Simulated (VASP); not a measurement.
Output of a VASP run:

**OUTCAR**
```
 ion  position               nearest neighbor table
   1  0.995  0.995  0.004-   4 2.21   4 2.21   4 2.21   7 2.28   7 2.28   7 2.28   2 3.13   2 3.13
                             2 3.13   8 3.20   8 3.20   8 3.20
   2  0.000  0.000  0.250-   4 2.24   5 2.24   4 2.24   5 2.24   5 2.24   4 2.24   3 3.13   1 3.13
                             1 3.13   3 3.13   1 3.13   3 3.13
   3  0.005  0.005  0.496-   5 2.21   5 2.21   5 2.21   6 2.28   6 2.28   6 2.28   2 3.13   2 3.13
                             2 3.13   8 3.20   8 3.20   8 3.20
   4  0.501  0.501  0.124-   1 2.21   1 2.21   1 2.21   2 2.24   2 2.24   2 2.24
   5  0.499  0.499  0.376-   3 2.21   3 2.21   3 2.21   2 2.24   2 2.24   2 2.24
   6  0.495  0.495  0.628-   8 2.22   8 2.22   8 2.22   3 2.28   3 2.28   3 2.28
   7  0.505  0.505  0.872-   8 2.22   8 2.22   8 2.22   1 2.28   1 2.28   1 2.28
   8  0.000  0.000  0.750-   6 2.22   7 2.22   7 2.22   7 2.22   6 2.22   6 2.22   1 3.20   3 3.20
                             1 3.20   3 3.20   1 3.20   3 3.20
  LATTYP: Found a trigonal (rhomboedric) cell.
 ALAT       =    10.5071524463
 COS(alpha) =     0.9546487442
 Subroutine PRICEL returns:
 Original cell was already a primitive cell.
 Subroutine GETGRP returns: Found 12 space group operations
The static configuration has the point symmetry C_3v.
 The point group associated with its full space group is D_3d.
The dynamic configuration has the point symmetry C_3v.
 Subroutine INISYM returns: Found 12 space group operations
 Subroutine IBZKPT returns following result:
 Found    189 irreducible k-points:

 Following reciprocal coordinates:
            Coordinates               Weight
  0.000000  0.000000  0.000000      1.000000
  0.076923  0.000000 -0.000000      4.000000
  0.153846  0.000000 -0.000000      4.000000
  0.230769  0.000000  0.000000      4.000000
  0.307692  0.000000 -0.000000      4.000000
  0.384615  0.000000 -0.000000      4.000000
  0.461538  0.000000  0.000000      4.000000
  0.076923  0.076923 -0.000000      2.000000
  0.153846  0.076923 -0.000000      4.000000
  0.230769  0.076923  0.000000      4.000000
  0.307692  0.076923 -0.000000      4.000000
  0.384615  0.076923 -0.000000      4.000000
  0.461538  0.076923  0.000000      4.000000
 -0.461538  0.076923  0.000000      4.000000
 -0.384615  0.076923  0.000000      4.000000
 -0.307692  0.076923  0.000000      4.000000
 -0.230769  0.076923 -0.000000      4.000000
 -0.153846  0.076923 -0.000000      4.000000
 -0.076923  0.076923  0.000000      2.000000
  0.153846  0.153846 -0.000000      2.000000
  0.230769  0.153846  0.000000      4.000000
  0.307692  0.153846 -0.000000      4.000000
  0.384615  0.153846 -0.000000      4.000000
  0.461538  0.153846 -0.000000      4.000000
 -0.461538  0.153846 -0.000000      4.000000
 -0.384615  0.153846  0.000000      4.000000
 -0.307692  0.153846 -0.000000      4.000000
 -0.230769  0.153846  0.000000      4.000000
 -0.153846  0.153846  0.000000      2.000000
  0.230769  0.230769  0.000000      2.000000
  0.307692  0.230769 -0.000000      4.000000
  0.384615  0.230769 -0.000000      4.000000
  0.461538  0.230769  0.000000      4.000000
 -0.461538  0.230769 -0.000000      4.000000
 -0.384615  0.230769  0.000000      4.000000
 -0.307692  0.230769 -0.000000      4.000000
 -0.230769  0.230769  0.000000      2.000000
  0.307692  0.307692 -0.000000      2.000000
  0.384615  0.307692 -0.000000      4.000000
  0.461538  0.307692  0.000000      4.000000
   k-points           NKPTS =    189   k-points in BZ     NKDIM =    189   number of bands    NBANDS=     37
   number of dos      NEDOS =    601   number of ions     NIONS =      8
   total plane-waves  NPLWV =  55296
   dimension x,y,z NGX =    24 NGY =   24 NGZ =   96
   dimension x,y,z NGXF=    48 NGYF=   48 NGZF=  192
   ions per type =               3   4   1
   PREC   = accura    normal or accurate (medium, high low for compatibility)
   ISTART =      0    job   : 0-new  1-cont  2-samecut
   ICHARG =      2    charge: 1-file 2-atom 10-const
   ISPIN  =      1    spin polarized calculation?
   LNONCOLLINEAR =      F non collinear calculations
   LSORBIT =      F    spin-orbit coupling
...
```

### OSZICAR
```
       N       E                     dE             d eps       ncg     rms          rms(c)
DAV:   1     0.100710704517E+04    0.10071E+04   -0.28882E+04 13994   0.187E+03
DAV:   2     0.776632491490E+02   -0.92944E+03   -0.91598E+03 17658   0.716E+02
DAV:   3    -0.834350709905E+02   -0.16110E+03   -0.15539E+03 22777   0.270E+02
DAV:   4    -0.968860622133E+02   -0.13451E+02   -0.13258E+02 22052   0.766E+01
DAV:   5    -0.973453968878E+02   -0.45933E+00   -0.45745E+00 22916   0.184E+01    0.626E+01
DAV:   6    -0.821916387322E+02    0.15154E+02   -0.10439E+02 21290   0.609E+01    0.443E+01
DAV:   7    -0.817038453892E+02    0.48779E+00   -0.98004E+00 20388   0.220E+01    0.295E+01
DAV:   8    -0.815685720438E+02    0.13527E+00   -0.28009E+00 20391   0.159E+01    0.115E+01
DAV:   9    -0.814349955327E+02    0.13358E+00   -0.68127E-01 20680   0.776E+00    0.363E+00
DAV:  10    -0.814342003569E+02    0.79518E-03   -0.27247E-02 20239   0.128E+00    0.869E-01
DAV:  11    -0.814336439716E+02    0.55639E-03   -0.70327E-03 19527   0.496E-01    0.930E-02
DAV:  12    -0.814335926911E+02    0.51281E-04   -0.60072E-04 20796   0.204E-01    0.424E-02
DAV:  13    -0.814335835436E+02    0.91475E-05   -0.10448E-04 21292   0.832E-02    0.283E-02
DAV:  14    -0.814335797340E+02    0.38096E-05   -0.17320E-05 22828   0.302E-02    0.151E-02
DAV:  15    -0.814335799806E+02   -0.24657E-06   -0.22507E-06 18668   0.126E-02    0.684E-03
DAV:  16    -0.814335798847E+02    0.95888E-07   -0.98734E-07 18260   0.639E-03
   1 F= -.81433580E+02 E0= -.81433580E+02  d E =0.000000E+00
```

File OUTCAR:
```
------------------------ aborting loop because EDIFF is reached ----------------------------------------
  FORCE on cell =-STRESS in cart. coord.  units (eV):
  Direction    XX          YY          ZZ          XY          YZ          ZX
  --------------------------------------------------------------------------------------
  Total       -0.0850909     -0.0850909     -0.0850909     -0.0571477      0.0571477      0.0571477
  in kB       -1.5193417     -1.5193417     -1.5193417     -1.0204013      1.0204013      1.0204013
  external PRESSURE =      -1.5193417 kB  Pullay stress =       0.0000000 kB
  volume of cell :       89.73
      direct lattice vectors                 reciprocal lattice vectors
     0.000000000  2.237585773  2.237585773    -0.223367803  0.223542440  0.223367803
     2.237585773  0.000000000  2.237585773     0.223542440 -0.223367803  0.223367803
     8.957346270  8.957346270 -0.007003177     0.055798291  0.055798291 -0.055798291
 POSITION                                       TOTAL-FORCE (eV/Angst)
 -----------------------------------------------------------------------------------
      2.26070      2.26070      4.45206        -0.007005     -0.007005      0.007005
      2.23934      2.23934     -0.00175        -0.000000      0.000000     -0.000000
      4.45556      4.45556      0.01961         0.007005      0.007005     -0.007005
      2.23412      2.23412      2.24106        -0.000897     -0.000897      0.000897
      4.48214      4.48214      2.23061         0.000897      0.000897     -0.000897
      6.73767      6.73767      2.21268        -0.009842     -0.009842      0.009842
      8.93594      8.93594      2.25199         0.009842      0.009842     -0.009842
      6.71801      6.71801     -0.00525        -0.000000     -0.000000     -0.000000
 -----------------------------------------------------------------------------------
    total drift:                                0.000000     -0.000000      0.000000
  FREE ENERGIE OF THE ION-ELECTRON SYSTEM (eV)
  ---------------------------------------------------
  free  energy   TOTEN  =       -81.4335798847 eV

  energy  without entropy=      -81.4335798847  energy(sigma->0) =      -81.43357988

 total charge

# of ion       s       p       d       tot
------------------------------------------
    1        2.209   6.260   1.205   9.673
    2        2.212   6.267   1.184   9.663
    3        2.209   6.260   1.205   9.673
    4        1.240   2.459   0.000   3.699
    5        1.240   2.459   0.000   3.699
    6        1.236   2.483   0.000   3.719
    7        1.236   2.483   0.000   3.719
    8        0.322   6.679   1.726   8.726
--------------------------------------------------
tot         11.901  35.350   5.320  52.572
```
(Selected blocks of OUTCAR.)

### POSCAR
```
HfSc3N4
1
    0.0000000000     2.2375857732     2.2375857732
    2.2375857732     0.0000000000     2.2375857732
    8.9573462703     8.9573462703    -0.0070031772
Sc N Hf
3 4 1
Direct
  0.9948405654   0.9948405654   0.0038695760
  0.0000000000   0.0000000000   0.2500000000
  0.0051594346   0.0051594346   0.4961304240
  0.5009699546   0.5009699546   0.1242725340
  0.4990300454   0.4990300454   0.3757274660
  0.4954175658   0.4954175658   0.6284368256
  0.5045824342   0.5045824342   0.8715631744
  0.0000000000   0.0000000000   0.7500000000
```

Write an INCAR and KPOINTS that could have produced this output.

One answer among several that fit: the input of the run itself, PBEsol GGA, plane waves, VASP's PBE PAW potentials (set 64).

**KPOINTS**
```
Automatic mesh
0
Gamma
13 13 4
0 0 0
```

**INCAR**
```
ALGO = Normal
EDIFF = 1E-7
ENCUT = 520
GGA = PS
ISIF = 2
ISMEAR = -5
LASPH = .TRUE.
LCHARG = .TRUE.
LMAXMIX = 6
LORBIT = 11
LREAL = .FALSE.
LWAVE = .FALSE.
NEDOS = 601
NELM = 100
PREC = Accurate
SYSTEM = HfSc3N4
```

POTCAR, in this order: Sc_sv N Hf_pv (PBE.64 set). Program: vasp_std.

For a metal the tetrahedron method with Blöchl corrections gives inexact stress and forces.

The structure was generated: HfSc3N4 was put into an ordered model structure (R-3m), which need not be its known phase. It was relaxed first. The electron count is odd and the run is not spin-polarised, which forces a metal.
